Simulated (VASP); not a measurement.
# Si2Mo: structure and properties in VASP, part 5 of 5

What structure and properties does r2SCAN + rVV10 give Si2Mo, and how near are they to the measured ones? The start is a cell from a database of measured crystal structures.

VASP 6.6.1, plane waves and PAW; the level of theory is named at each step.

So far. Step 6 (Bands along the symmetry lines (r2SCAN + rVV10 + SOC)): Of the bands kept, 4 cross the Fermi level on this path (spinor bands, one electron each). The relaxed cell has a = 3.197, c = 7.814 Å (conventional setting).

The database entry behind the starting cell is an old determination (1927), so it need not match the best structure at ambient conditions.

### Step 7. Field gradients at the nuclei (r2SCAN + rVV10)

This step: r2SCAN with rVV10; plane waves and PAW (Si, Mo_sv) (VASP 6.6.1).

Field gradients probe how far the charge around each nucleus departs from cubic symmetry; LASPH keeps the non-spherical terms inside the spheres.

INCAR reads:

```
SYSTEM = Si2Mo
PREC = Accurate
ENCUT = 400
EDIFF = 1E-07
NELM = 100
ISMEAR = 0
SIGMA = 0.05
LREAL = .FALSE.
ALGO = Normal
METAGGA = R2SCAN
LUSE_VDW = .TRUE.
IVDW_NL = 2
BPARAM = 11.95
CPARAM = 0.0093
LASPH = .TRUE.
NBANDS = 17
LORBIT = 11
LWAVE = .FALSE.
LCHARG = .FALSE.
KPAR = 2
LEFG = .TRUE.
```

POSCAR reads:

```
Si2Mo
1.0
   -3.1971354836      0.0000000000      0.0000000000
    0.0000000000      3.1971354836      0.0000000000
    1.5985677418     -1.5985677418     -3.9067981380
Si Mo
2 1
Direct
    0.6647297926      0.6647297926      0.3294595852
    0.3352702074      0.3352702074      0.6705404148
    0.0000000000      0.0000000000      0.0000000000
```

KPOINTS reads:

```
Automatic mesh
0
Gamma
8 8 8
0 0 0
```

Potentials, in the order of the species: Si and Mo_sv (PBE family, release 64).

Started as:

```bash
> mpirun -np 2 vasp_std
```

The program printed:

```text
[... set-up lines as in an earlier step ...]
 entering main loop
       N       E                     dE             d eps       ncg     rms          rms(c)
Total rVV10 correction in eV:      0.3112857    24.7394631
Total rVV10 correction in eV:      0.3112857    24.7394631
DAV:   1     0.755713112660E+02    0.75571E+02   -0.10271E+04  2022   0.104E+03
DAV:   2    -0.495939909914E+02   -0.12517E+03   -0.12267E+03  2530   0.285E+02
DAV:   3    -0.518924118546E+02   -0.22984E+01   -0.22846E+01  2449   0.353E+01
DAV:   4    -0.519026999781E+02   -0.10288E-01   -0.10275E-01  2511   0.278E+00
DAV:   5    -0.519027660893E+02   -0.66111E-04   -0.66105E-04  2464   0.208E-01    0.252E+01
Total rVV10 correction in eV:      0.2949784    24.7394631
Total rVV10 correction in eV:      0.2949784    24.7394631
DAV:   6    -0.447424990616E+02    0.71603E+01   -0.56535E+00  2094   0.215E+01    0.506E+00
Total rVV10 correction in eV:      0.2931545    24.7394631
Total rVV10 correction in eV:      0.2931545    24.7394631
DAV:   7    -0.447244477798E+02    0.18051E-01   -0.27194E-01  2172   0.358E+00    0.380E+00
Total rVV10 correction in eV:      0.2891046    24.7394631
Total rVV10 correction in eV:      0.2891046    24.7394631
DAV:   8    -0.447296112455E+02   -0.51635E-02   -0.43533E-02  2330   0.181E+00    0.659E-01
Total rVV10 correction in eV:      0.2884755    24.7394631
Total rVV10 correction in eV:      0.2884755    24.7394631
DAV:   9    -0.447309683518E+02   -0.13571E-02   -0.39254E-03  2293   0.504E-01    0.278E-01
Total rVV10 correction in eV:      0.2886824    24.7394631
Total rVV10 correction in eV:      0.2886824    24.7394631
DAV:  10    -0.447312006575E+02   -0.23231E-03   -0.44904E-04  2304   0.163E-01    0.529E-02
Total rVV10 correction in eV:      0.2886572    24.7394631
Total rVV10 correction in eV:      0.2886572    24.7394631
DAV:  11    -0.447312962720E+02   -0.95614E-04   -0.16710E-04  2258   0.106E-01    0.549E-02
Total rVV10 correction in eV:      0.2887030    24.7394631
Total rVV10 correction in eV:      0.2887030    24.7394631
DAV:  12    -0.447313027968E+02   -0.65249E-05   -0.80895E-06  2393   0.212E-02    0.194E-02
Total rVV10 correction in eV:      0.2887344    24.7394631
Total rVV10 correction in eV:      0.2887344    24.7394631
DAV:  13    -0.447313061010E+02   -0.33041E-05   -0.46530E-06  2179   0.138E-02    0.418E-03
Total rVV10 correction in eV:      0.2887390    24.7394631
Total rVV10 correction in eV:      0.2887390    24.7394631
DAV:  14    -0.447313062235E+02   -0.12252E-06   -0.30126E-07  2316   0.384E-03    0.398E-03
Total rVV10 correction in eV:      0.2887371    24.7394631
Total rVV10 correction in eV:      0.2887371    24.7394631
DAV:  15    -0.447313060240E+02    0.19952E-06   -0.38267E-08  1213   0.146E-03    0.688E-04
Total rVV10 correction in eV:      0.2887367    24.7394631
Total rVV10 correction in eV:      0.2887367    24.7394631
DAV:  16    -0.447313059977E+02    0.26282E-07   -0.39751E-09  1049   0.485E-04
Total rVV10 correction in eV:      0.2887366    24.7394631
Total rVV10 correction in eV:      0.2887366    24.7394631
Total rVV10 correction in eV:      0.2887366    24.7394631
Total rVV10 correction in eV:      0.2887366    24.7394631
ion   1
     0.0000000     0.0000000     0.0000000     1.1019814     0.0000000     0.0000000
     0.0000353     0.0000000     0.0000000     1.1019814     0.0000000     0.0000000
     0.0000487     0.0000000     0.0000000     1.1019814     0.0000000     0.0000000
     0.0000670     0.0000000     0.0000000     1.1019814     0.0000000     0.0000000
     0.0000923     0.0000000     0.0000000     1.1019814     0.0000000     0.0000000

     0.0000000     0.0000000     0.0000000    10.0946231     0.0000000     0.0000000
     0.0000353     0.0000000     0.0000000    10.0946066     0.0000000     0.0000000
     0.0000487     0.0000000     0.0000000    10.0945964     0.0000000     0.0000000
     0.0000670     0.0000000     0.0000000    10.0945793     0.0000000     0.0000000
     0.0000923     0.0000000     0.0000000    10.0945511     0.0000000     0.0000000

ion   2
     0.0000000     0.0000000     0.0000000     1.1019814     0.0000000     0.0000000
     0.0000353     0.0000000     0.0000000     1.1019814     0.0000000     0.0000000
     0.0000487     0.0000000     0.0000000     1.1019814     0.0000000     0.0000000
     0.0000670     0.0000000     0.0000000     1.1019814     0.0000000     0.0000000
     0.0000923     0.0000000     0.0000000     1.1019814     0.0000000     0.0000000

     0.0000000     0.0000000     0.0000000    10.0946231     0.0000000     0.0000000
     0.0000353     0.0000000     0.0000000    10.0946066     0.0000000     0.0000000
     0.0000487     0.0000000     0.0000000    10.0945964     0.0000000     0.0000000
     0.0000670     0.0000000     0.0000000    10.0945793     0.0000000     0.0000000
     0.0000923     0.0000000     0.0000000    10.0945511     0.0000000     0.0000000

ion   3
     0.0000000     0.0000000    -0.0000000     1.3298724    -0.0000000     0.0000000
     0.0000532     0.0000000    -0.0000000     1.3298724    -0.0000000     0.0000000
     0.0000733     0.0000000    -0.0000000     1.3298724    -0.0000000     0.0000000
     0.0001009     0.0000000    -0.0000000     1.3298724    -0.0000000     0.0000000
     0.0001390     0.0000000    -0.0000000     1.3298724    -0.0000000     0.0000000

     0.0000000     0.0000000    -0.0000000    51.0183233    -0.0000000    -0.0000000
     0.0000532     0.0000000    -0.0000000    51.0158894    -0.0000000    -0.0000000
     0.0000733     0.0000000    -0.0000000    51.0146459    -0.0000000    -0.0000000
     0.0001009     0.0000000    -0.0000000    51.0127012    -0.0000000    -0.0000000
     0.0001390     0.0000000    -0.0000000    51.0096786    -0.0000000    -0.0000000

   1 F= -.44731306E+02 E0= -.44731130E+02  d E =-.351097E-03
```

It took 95 s on 2 MPI ranks of Intel Xeon Platinum 8175M at 2.50GHz (Skylake/Cascade Lake), shared host; peak memory 0.46 GiB; 3 min of CPU time.

Parts of OUTCAR (step 7):

```text
   NELECT =      22.0000    total number of electrons

 E-fermi :  12.3500

 k-point     1 :       0.0000    0.0000    0.0000
  band No.  band energies     occupation
    ...
      6       5.5405      2.00000
      7       8.8789      2.00000
      8       9.2077      2.00000
      9       9.5320      2.00000
     10       9.5320      2.00000
     11      12.7095      0.00000
     12      15.7316      0.00000
     13      15.8490      0.00000
     14      16.0321      0.00000
     15      16.0321      0.00000
    ...

  Total        0.0181370      0.0181370     -0.0343550      0.0000000      0.0000000      0.0000000
  in kB        0.7276672      0.7276672     -1.3783451      0.0000000      0.0000000      0.0000000
  external PRESSURE =       0.0256631 kB  Pullay stress =       0.0000000 kB

 POSITION                                       TOTAL-FORCE (eV/Angst)
 -----------------------------------------------------------------------------------
     -1.59857      1.59857     -1.28713        -0.000000      0.000000     -0.003564
      0.00000      0.00000     -2.61967         0.000000     -0.000000      0.003564
      0.00000      0.00000      0.00000         0.000000      0.000000      0.000000
 -----------------------------------------------------------------------------------
    total drift:                                0.000000      0.000000      0.000000

  FREE ENERGIE OF THE ION-ELECTRON SYSTEM (eV)
  ---------------------------------------------------
  free  energy   TOTEN  =       -44.7313059977 eV

  energy  without entropy=      -44.7309549009  energy(sigma->0) =      -44.73113045

 Electric field gradients after diagonalization (V/A^2)
 (convention: |V_zz| > |V_xx| > |V_yy|)
----------------------------------------------------------------------
 ion       V_xx      V_yy      V_zz     asymmetry (V_yy - V_xx)/ V_zz
----------------------------------------------------------------------
   1       6.171     6.171   -12.343       0.000
   2       6.171     6.171   -12.343       0.000
   3      31.885    31.885   -63.770       0.000
----------------------------------------------------------------------

[... 9 parts as in an earlier step ...]

[... 8 further parts left out ...]
```

This step gave:

* electronic steps: 16
* bands: 17
* irreducible k points: 59
* free energy (TOTEN): -44.73 eV
* Fermi energy: 12.35 eV
* pressure: 0.002566 GPa

Electric field gradients, by row:

| atom | Vxx (V/Å²) | Vyy (V/Å²) | Vzz (V/Å²) | asymmetry |
| --- | --- | --- | --- | --- |
| Si1 | 6.171 | 6.171 | -12.34 | 0 |
| Si2 | 6.171 | 6.171 | -12.34 | 0 |
| Mo3 | 31.89 | 31.89 | -63.77 | 0 |

The largest gradient, -63.77 V/Å², sits on Mo3; times the quadrupole moment of a nucleus that has one, it gives the coupling that NMR and NQR see.

### Step 8. Independent-particle dielectric function (r2SCAN + rVV10)

LOPTICS sums transitions from filled to empty bands. The mesh is finer than in the run before. NBANDS is raised for it.

INCAR, as its differences from that of step 7:

```diff
@@ -3,3 +3,3 @@
 ENCUT = 400
-EDIFF = 1E-07
+EDIFF = 1E-06
 NELM = 100
@@ -15,3 +15,3 @@
 LASPH = .TRUE.
-NBANDS = 17
+NBANDS = 35
 LORBIT = 11
@@ -20,2 +20,4 @@
 KPAR = 2
-LEFG = .TRUE.
+LOPTICS = .TRUE.
+NEDOS = 1500
+CSHIFT = 0.1
```

POSCAR is that of step 7.

KPOINTS reads:

```
Automatic mesh
0
Gamma
11 11 11
0 0 0
```

Started as:

```bash
> mpirun -np 2 vasp_std
```

The program printed:

```text
[... set-up lines as in an earlier step ...]
 entering main loop
       N       E                     dE             d eps       ncg     rms          rms(c)
Total rVV10 correction in eV:      0.3112857    24.7394631
Total rVV10 correction in eV:      0.3112857    24.7394631
DAV:   1     0.992346969875E+02    0.99235E+02   -0.86890E+03  8876   0.506E+02
DAV:   2    -0.487057322338E+02   -0.14794E+03   -0.14185E+03 10461   0.180E+02
DAV:   3    -0.518935694619E+02   -0.31878E+01   -0.31647E+01 10482   0.248E+01
DAV:   4    -0.519026720783E+02   -0.91026E-02   -0.91015E-02 10196   0.152E+00
DAV:   5    -0.519027094714E+02   -0.37393E-04   -0.37392E-04 10327   0.934E-02    0.252E+01
Total rVV10 correction in eV:      0.2949159    24.7394631
Total rVV10 correction in eV:      0.2949159    24.7394631
DAV:   6    -0.447443073980E+02    0.71584E+01   -0.34251E+00  9470   0.105E+01    0.514E+00
Total rVV10 correction in eV:      0.2933057    24.7394631
Total rVV10 correction in eV:      0.2933057    24.7394631
DAV:   7    -0.447218325068E+02    0.22475E-01   -0.21392E-01  9699   0.174E+00    0.384E+00
Total rVV10 correction in eV:      0.2892914    24.7394631
Total rVV10 correction in eV:      0.2892914    24.7394631
DAV:   8    -0.447250335140E+02   -0.32010E-02   -0.39815E-02 10214   0.102E+00    0.924E-01
Total rVV10 correction in eV:      0.2884450    24.7394631
Total rVV10 correction in eV:      0.2884450    24.7394631
DAV:   9    -0.447263659135E+02   -0.13324E-02   -0.75741E-03  9890   0.364E-01    0.330E-01
Total rVV10 correction in eV:      0.2886453    24.7394631
Total rVV10 correction in eV:      0.2886453    24.7394631
DAV:  10    -0.447264977919E+02   -0.13188E-03   -0.30178E-04 10522   0.765E-02    0.104E-01
Total rVV10 correction in eV:      0.2886903    24.7394631
Total rVV10 correction in eV:      0.2886903    24.7394631
DAV:  11    -0.447266361498E+02   -0.13836E-03   -0.15199E-04  9805   0.556E-02    0.421E-02
Total rVV10 correction in eV:      0.2887393    24.7394631
Total rVV10 correction in eV:      0.2887393    24.7394631
DAV:  12    -0.447266452816E+02   -0.91318E-05   -0.90642E-06 10549   0.121E-02    0.915E-03
Total rVV10 correction in eV:      0.2887608    24.7394631
Total rVV10 correction in eV:      0.2887608    24.7394631
DAV:  13    -0.447266471710E+02   -0.18894E-05   -0.22653E-06  9820   0.537E-03    0.483E-03
Total rVV10 correction in eV:      0.2887601    24.7394631
Total rVV10 correction in eV:      0.2887601    24.7394631
DAV:  14    -0.447266469895E+02    0.18156E-06   -0.67452E-08  5389   0.113E-03
Total rVV10 correction in eV:      0.2887603    24.7394631
Total rVV10 correction in eV:      0.2887603    24.7394631
Total rVV10 correction in eV:      0.2887606    24.7394631
Total rVV10 correction in eV:      0.2887606    24.7394631
   1 F= -.44726647E+02 E0= -.44726374E+02  d E =-.546351E-03
 optical routines
 imaginary and real dielectric function
 direction            1
 direction            2
 direction            3
```

The job ended after 3.9 min (2 MPI ranks; peak memory 0.67 GiB; 7.2 min of CPU time).

Parts of OUTCAR (step 8):

```text
   k-points           NKPTS =    126   k-points in BZ     NKDIM =    126   number of bands    NBANDS=     35

   NELECT =      22.0000    total number of electrons

 E-fermi :  12.2932

 k-point     1 :       0.0000    0.0000    0.0000
  band No.  band energies     occupation
    ...
      6       5.5412      2.00000
      7       8.8791      2.00000
      8       9.2099      2.00000
      9       9.5324      2.00000
     10       9.5324      2.00000
     11      12.7099      0.00000
     12      15.7307      0.00000
     13      15.8484      0.00000
     14      16.0325      0.00000
     15      16.0325      0.00000
    ...

  Total        0.0365924      0.0365924     -0.0385879      0.0000000     -0.0000000      0.0000000
  in kB        1.4681088      1.4681088     -1.5481714      0.0000000     -0.0000000      0.0000000
  external PRESSURE =       0.4626821 kB  Pullay stress =       0.0000000 kB

 POSITION                                       TOTAL-FORCE (eV/Angst)
 -----------------------------------------------------------------------------------
     -1.59857      1.59857     -1.28713        -0.000000      0.000000      0.005067
      0.00000      0.00000     -2.61967         0.000000     -0.000000     -0.005067
      0.00000      0.00000      0.00000         0.000000      0.000000      0.000000
 -----------------------------------------------------------------------------------
    total drift:                                0.000000      0.000000      0.000000

  FREE ENERGIE OF THE ION-ELECTRON SYSTEM (eV)
  ---------------------------------------------------
  free  energy   TOTEN  =       -44.7266469895 eV

  energy  without entropy=      -44.7261006387  energy(sigma->0) =      -44.72637381

 plasma frequency squared (from intraband transitions) (eV^2)
  --------------------------------------------------------------------------------------
      15.650       0.000      -0.000
       0.000      15.650       0.000
      -0.000       0.000       0.283

[... 7 parts as in an earlier step ...]

[... 9 further parts left out ...]
```

These are independent-particle spectra without excitons or local fields, and fine structure depends on the mesh and on CSHIFT. The intraband (Drude) part is not in this spectrum.

Numbers from this step:

| Quantity | Value |
| --- | --- |
| electronic steps | 14 |
| bands | 35 |
| irreducible k points | 126 |
| Fermi energy | 12.29 eV |
| pressure | 0.04627 GPa |

The imaginary dielectric function has structure finer than the step of the table below, so its rows give means over 1 eV, whole bins alone (the curve runs from 0 to 24.9 eV). Peaks (eV: height): xx 4.2: 31.9, 5.9: 26.1; zz 2.7: 37.9, 3.1: 38.3, 6.9: 21.0.

The imaginary dielectric function by photon energy; means over each step:

| photon energy (eV) | xx | zz |
| --- | --- | --- |
| 1 | 4.67 | 4.71 |
| 2 | 5.23 | 13.0 |
| 3 | 14.0 | 34.1 |
| 4 | 23.8 | 22.1 |
| 5 | 24.0 | 16.2 |
| 6 | 23.8 | 18.5 |
| 7 | 15.1 | 18.4 |
| 8 | 7.78 | 9.72 |
| 9 | 4.83 | 4.78 |
| 10 | 3.53 | 2.87 |
| 11 | 2.02 | 1.82 |
| 12 | 1.62 | 1.08 |
| 13 | 1.27 | 0.762 |
| 14 | 0.937 | 0.703 |
| 15 | 0.679 | 0.510 |
| 16 | 0.496 | 0.460 |
| 17 | 0.345 | 0.382 |
| 18 | 0.278 | 0.259 |
| 19 | 0.201 | 0.186 |
| 20 | 0.194 | 0.200 |
| 21 | 0.196 | 0.209 |
| 22 | 0.184 | 0.175 |
| 23 | 0.199 | 0.158 |
| 24 | 0.170 | 0.180 |

The real dielectric function by photon energy:

| photon energy (eV) | xx | zz |
| --- | --- | --- |
| 0 | 22.9 | 26.2 |
| 1 | 22.6 | 31.6 |
| 2 | 20.2 | 29.9 |
| 3 | 22.2 | 20.4 |
| 4 | 23.2 | 3.19 |
| 5 | 1.65 | -1.91 |
| 6 | -2.81 | 2.39 |
| 7 | -9.77 | -7.12 |
| 8 | -8.89 | -10.4 |
| 9 | -6.90 | -8.03 |
| 10 | -5.10 | -5.89 |
| 11 | -4.15 | -4.40 |
| 12 | -3.12 | -3.37 |
| 13 | -2.46 | -2.54 |
| 14 | -2.13 | -1.95 |
| 15 | -1.60 | -1.53 |
| 16 | -1.38 | -1.20 |
| 17 | -0.993 | -0.941 |
| 18 | -0.739 | -0.724 |
| 19 | -0.512 | -0.458 |
| 20 | -0.294 | -0.284 |
| 21 | -0.145 | -0.125 |
| 22 | -0.00475 | -0.0170 |
| 23 | 0.0534 | 0.0927 |
| 24 | 0.155 | 0.212 |

### Step 9. Summary of results

| Property | Result |
| --- | --- |
| relaxed volume | 13.31 Å³/atom |
| relaxed conventional cell a, b, c | 3.197, 3.197, 7.814 Å |
| space group after relaxing, within 0.02 Å | I4/mmm (No. 139) |
| band gap | none, a metal |
| DOS at the Fermi level | 0.190 states/eV/cell |
| band gap (r2SCAN + rVV10 + SOC) | none, a metal |
| largest field gradient Vzz | -63.77 V/Å² on Mo3 |

**Reading.** With r2SCAN + rVV10, Si2Mo relaxes to 13.31 Å³/atom in space group I4/mmm (held by the symmetry of the run) and comes out as a metal. Against the listed cell the volume lies -0.8 % (a -0.1 %, c -0.6 %). Bands along the symmetry lines (r2SCAN + rVV10): Of the bands kept, 2 cross the Fermi level on this path. Bands along the symmetry lines (r2SCAN + rVV10 + SOC): Of the bands kept, 4 cross the Fermi level on this path (spinor bands, one electron each). No search among competing phases was made, and a listed structure need not be the one stable at ambient conditions. All values are for a static lattice at zero temperature.

Calculation against experiment:

| quantity | measured | r2SCAN with rVV10 |
| --- | --- | --- |
| lattice constant a (Å) | 3.20519 | 3.197 (-0.3 %) |
| lattice constant c (Å) | 7.84461 | 7.814 (-0.4 %) |

Measured values from arxiv:2202.05362 (2022).

**Verdict.** The lattice constant a is off by -0.3 %: good agreement. The lattice constant c is off by -0.4 %: good agreement. The grades are ours: good and fair within 0.7 and 1.5 % for the lattice constant a and 0.8 and 2 % for the lattice constant c. Zero-point motion and thermal expansion are not in the computed lattice constants.

[Lines on the potential files, build, host, timing and source positions are cut from VASP's logs without a mark.]

[Logs are printed without paths, hosts, clocks, repeated set-up lines and the standing remarks that a program may print on its own settings, such as how far it seeks lower states.]

[Hosts, paths, dates, database ids (printed as entryN), source tags and the programs' standing remarks are cut or masked in the printed files.]

[A measured line is paired with the nearest computed mode of its activity, which favours agreement.]
